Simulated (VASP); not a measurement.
All values below come from PBE GGA, VASP's PBE PAW potentials (set 64) (plane waves; VASP).

A VASP calculation is set up with these files.

### INCAR
```
ALGO  =  Normal
EDIFF  =  1E-6
ENCUT  =  520
GGA  =  PE
ISMEAR  =  0
LASPH  =  .True.
LCHARG  =  .True.
LMAXMIX  =  6
LREAL  =  .False.
LWAVE  =  .False.
NELM  =  100
PREC  =  Accurate
SIGMA  =  0.05
SYSTEM  =  PtS2
```

**KPOINTS**
```
K-points
0
gamma
 7 7 4
```

### POSCAR
```
PtS2
1
    1.7862671786    -3.0939055814     0.0000000000
    1.7862671786     3.0939055814     0.0000000000
   -0.0000000000     0.0000000000     6.0565488367
Pt S
1 2
Direct
  0.0000000000   0.0000000000   0.0000000000
  0.3333330000   0.6666670000   0.2026287594
  0.6666670000   0.3333330000   0.7973712406
```

POTCAR, in this order: Pt S (PBE.64 set). Program: vasp_std.

Output

### OSZICAR
```
       N       E                     dE             d eps       ncg     rms          rms(c)
DAV:   1     0.122546882761E+03    0.12255E+03   -0.10221E+04   848   0.127E+03
DAV:   2    -0.106891847835E+02   -0.13324E+03   -0.12960E+03  1057   0.243E+02
DAV:   3    -0.167608627913E+02   -0.60717E+01   -0.60409E+01  1099   0.572E+01
DAV:   4    -0.168391664767E+02   -0.78304E-01   -0.78269E-01  1051   0.698E+00
DAV:   5    -0.168411417994E+02   -0.19753E-02   -0.19752E-02  1155   0.106E+00    0.176E+01
DAV:   6    -0.157259853906E+02    0.11152E+01   -0.79691E+00   903   0.291E+01    0.115E+01
DAV:   7    -0.154857188881E+02    0.24027E+00   -0.14213E+00   889   0.133E+01    0.555E+00
DAV:   8    -0.154693388165E+02    0.16380E-01   -0.10023E-01  1057   0.230E+00    0.121E+00
DAV:   9    -0.154637399294E+02    0.55989E-02   -0.16152E-02  1036   0.145E+00    0.269E-01
DAV:  10    -0.154640285576E+02   -0.28863E-03   -0.25223E-03  1092   0.362E-01    0.796E-02
DAV:  11    -0.154640723875E+02   -0.43830E-04   -0.72273E-05  1123   0.810E-02    0.457E-02
DAV:  12    -0.154640777805E+02   -0.53931E-05   -0.14301E-05  1008   0.348E-02    0.143E-02
DAV:  13    -0.154640790726E+02   -0.12921E-05   -0.30129E-06  1090   0.134E-02    0.452E-03
DAV:  14    -0.154640793806E+02   -0.30797E-06   -0.31812E-07   728   0.459E-03
   1 F= -.15464079E+02 E0= -.15464079E+02  d E =-.107531E-11
```

OUTCAR:
```
------------------------ aborting loop because EDIFF is reached ----------------------------------------
  FORCE on cell =-STRESS in cart. coord.  units (eV):
  Direction    XX          YY          ZZ          XY          YZ          ZX
  --------------------------------------------------------------------------------------
  Total        0.0153006      0.0153006      0.0252809     -0.0000000      0.0000000      0.0000000
  in kB        0.3661921      0.3661922      0.6050546     -0.0000000      0.0000000      0.0000000
  external PRESSURE =       0.4458130 kB  Pullay stress =       0.0000000 kB
  volume of cell :       66.94
      direct lattice vectors                 reciprocal lattice vectors
     1.786267179 -3.093905581  0.000000000     0.279913333 -0.161608035  0.000000000
     1.786267179  3.093905581  0.000000000     0.279913333  0.161608035  0.000000000
     0.000000000  0.000000000  6.056548837     0.000000000  0.000000000  0.165110532
 POSITION                                       TOTAL-FORCE (eV/Angst)
 -----------------------------------------------------------------------------------
      0.00000      0.00000      0.00000        -0.000000      0.000000      0.000000
      1.78627      1.03130      1.22723         0.000000     -0.000000     -0.017160
      1.78627     -1.03130      4.82932         0.000000      0.000000      0.017160
 -----------------------------------------------------------------------------------
    total drift:                                0.000000      0.000000      0.000000
  FREE ENERGIE OF THE ION-ELECTRON SYSTEM (eV)
  ---------------------------------------------------
  free  energy   TOTEN  =       -15.4640793806 eV

  energy  without entropy=      -15.4640793806  energy(sigma->0) =      -15.46407938
```
(Selected blocks of OUTCAR.)

Without a dispersion term in the relaxation, distances and binding between the weakly bound layers, chains or molecules are unreliable, and so is what depends on them.

The compound is PtS2 in the 1T layered structure. It was relaxed first, which changed the volume by +22 %.
